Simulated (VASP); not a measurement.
Output of a VASP run:

**OSZICAR**
```
       N       E                     dE             d eps       ncg     rms          rms(c)
DAV:   1     0.133740577662E+03    0.13374E+03   -0.10207E+04  6560   0.110E+03
DAV:   2    -0.534512920727E+01   -0.13909E+03   -0.13616E+03  8528   0.231E+02
DAV:   3    -0.128203695630E+02   -0.74752E+01   -0.74690E+01  9528   0.586E+01
DAV:   4    -0.130236107115E+02   -0.20324E+00   -0.20321E+00 11120   0.802E+00
DAV:   5    -0.130261028677E+02   -0.24922E-02   -0.24921E-02  9616   0.757E-01    0.138E+01
DAV:   6    -0.127356874977E+02    0.29042E+00   -0.75593E-01  8936   0.505E+00    0.892E+00
DAV:   7    -0.127460868049E+02   -0.10399E-01   -0.45786E-01 10400   0.422E+00    0.199E+00
DAV:   8    -0.127492535750E+02   -0.31668E-02   -0.65678E-02  8144   0.149E+00    0.330E-01
DAV:   9    -0.127506677346E+02   -0.14142E-02   -0.24198E-03  9568   0.313E-01    0.123E-01
DAV:  10    -0.127519932391E+02   -0.13255E-02   -0.11394E-03  7416   0.221E-01    0.324E-02
DAV:  11    -0.127520739482E+02   -0.80709E-04   -0.10246E-04 10336   0.580E-02    0.389E-02
DAV:  12    -0.127520844630E+02   -0.10515E-04   -0.14926E-05  8104   0.221E-02    0.123E-02
DAV:  13    -0.127520876600E+02   -0.31970E-05   -0.71005E-06  8936   0.150E-02    0.378E-03
DAV:  14    -0.127520875879E+02    0.72092E-07   -0.26140E-07  6440   0.372E-03
   1 F= -.12752088E+02 E0= -.12752088E+02  d E =-.654339E-12
```

### OUTCAR
```
------------------------ aborting loop because EDIFF is reached ----------------------------------------
  FORCE on cell =-STRESS in cart. coord.  units (eV):
  Direction    XX          YY          ZZ          XY          YZ          ZX
  --------------------------------------------------------------------------------------
  Total        0.7693460      1.2422000      0.9921452      0.0000000      0.2262039      0.0000000
  in kB       14.8167684     23.9234224     19.1076392      0.0000000      4.3564414      0.0000000
  external PRESSURE =      19.2826100 kB  Pullay stress =       0.0000000 kB
  volume of cell :       83.19
      direct lattice vectors                 reciprocal lattice vectors
     0.000000000  3.433686000  3.464799000    -0.143007832  0.145616111  0.144308515
     3.496312000  0.000000000  3.464799000     0.143007832 -0.145616111  0.144308515
     3.496312000  3.433686000  0.000000000     0.143007832  0.145616111 -0.144308515
 POSITION                                       TOTAL-FORCE (eV/Angst)
 -----------------------------------------------------------------------------------
      0.00000      0.00000      0.00000         0.120792     -0.000000     -0.000000
      1.74816      1.71684      1.73240         0.109406      0.000000     -0.000000
      5.32383      5.15053      5.19720        -0.230198      0.000000      0.000000
 -----------------------------------------------------------------------------------
    total drift:                                0.000001     -0.000001     -0.000001
  FREE ENERGIE OF THE ION-ELECTRON SYSTEM (eV)
  ---------------------------------------------------
  free  energy   TOTEN  =       -12.7520875879 eV

  energy  without entropy=      -12.7520875879  energy(sigma->0) =      -12.75208759
```
(Selected blocks of OUTCAR.)

### POSCAR
```
SrCl2
1
    0.0000000000     3.4336860000     3.4647990000
    3.4963120000     0.0000000000     3.4647990000
    3.4963120000     3.4336860000     0.0000000000
Sr Cl
1 2
Direct
  0.0000000000   0.0000000000   0.0000000000
  0.2500000000   0.2500000000   0.2500000000
  0.7386510000   0.7613490000   0.7613490000
```

**Question.** Reconstruct the remaining input files.

**Answer.** This is not unique; one that fits is the input of the run itself, PBE GGA, plane waves, VASP's PBE PAW potentials (set 64).

### INCAR
```
! general
SYSTEM  = SrCl2
PREC    = Accurate
ENCUT   = 400
LREAL   = .False.
LASPH   = .True.

! electronic loop
EDIFF   = 1E-6
NELM    = 100
ALGO    = Normal
LMAXMIX = 4

! smearing
ISMEAR  = 0
SIGMA   = 0.05

! functional
GGA     = PE

! ions
ISIF    = 2

! output
LWAVE   = .False.
LCHARG  = .False.
```

KPOINTS:
```
Automatic mesh
0
Gamma
9 9 9
0 0 0
```

POTCAR, in this order: Sr_sv Cl (PBE.64 set). Program: vasp_std.

The compound is SrCl2 in the fluorite structure. The cell was not relaxed at this level, atoms are displaced from their ideal sites. The run is one of a series of settings (KPOINTS 9×9×9 Γ-centred mesh against the base run), some of them coarse on purpose.
